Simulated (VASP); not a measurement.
An input for Ansatz (written as the equivalent of a VASP run, and not itself run):

Ansatz 0.2 input:
```yaml
crystal:
  lattice:
    - [3.9653410, 0.0000000, 0.0000000]
    - [0.0000000, 3.9653410, 0.0000000]
    - [0.0000000, 0.0000000, 3.9653410]
  atoms:
    - { symbol: K, position: [0.5000000, 0.5000000, 0.5000000] }
    - { symbol: Mg, position: [0.0000000, 0.0000000, 0.0000000] }
    - { symbol: F, position: [0.0000000, 0.5000000, 0.0000000] }
    - { symbol: F, position: [0.5000000, 0.0000000, 0.0000000] }
    - { symbol: F, position: [0.0000000, 0.0000000, 0.5000000] }
kpoints:
  mp_grid: { grid: [1, 1, 1] }
hamiltonian:
  xc: hse06
  pseudopotentials: { kind: paw }
scf:
  occupations: { method: gaussian, width: 0.01 }
  max_iter: 100
output: { forces: true, stress: true, eigenvalues: true }
```

Problem. Translate this input to VASP (INCAR, KPOINTS, POSCAR, choice of POTCAR).

Solution. This is not unique; one that fits is 
File KPOINTS:
```
Automatic
0
G
1 1 1
0 0 0
```

File POSCAR:
```
KMgF3
1.0
  3.9653410000   0.0000000000   0.0000000000
  0.0000000000   3.9653410000   0.0000000000
  0.0000000000   0.0000000000   3.9653410000
K Mg F
1 1 3
direct
  0.5000000000   0.5000000000   0.5000000000
  0.0000000000   0.0000000000   0.0000000000
  0.0000000000   0.5000000000   0.0000000000
  0.5000000000   0.0000000000   0.0000000000
  0.0000000000   0.0000000000   0.5000000000
```

**INCAR**
```
SYSTEM=KMgF3
PREC=Accurate; ENCUT=400; LREAL=.FALSE.
LASPH=.TRUE.; ISYM=3
EDIFF=1E-6; NELM=100; ALGO=Normal
ISMEAR=0; SIGMA=0.01
GGA=PE; LHFCALC=.TRUE.; AEXX=0.25
HFSCREEN=0.2; PRECFOCK=Fast
ISIF=2
LWAVE=.FALSE.; LCHARG=.FALSE.
```

POTCAR, in this order: K_sv Mg F (PBE.64 set). Program: vasp_std.

The two are equivalent in intent, not identical: each code has its own PAW files, so the cut-off isn't converted (ENCUT is set for VASP's; basis.ecutwfc is left out, and Ansatz then takes the one that its files recommend); Ansatz stops its SCF on the density residual and VASP on the energy change (EDIFF); Ansatz's hse06 screens at 0.11 per bohr (0.208 per Å), slightly more than HFSCREEN = 0.2.

The structure comes from a computed database's KMgF3 entry; how it stands against other phases isn't given here. The cell was not relaxed at this level. The k-mesh is coarse (spacing up to 1.58 per Å, 2π included), so the numbers may not be converged in it. The run is one of a series of settings (AEXX = 0.25, GGA = PE, HFSCREEN = 0.2, ISYM = 3, LHFCALC = .TRUE., PRECFOCK = Fast, KPOINTS 1×1×1 Γ-centred mesh against the base run), some of them coarse on purpose.
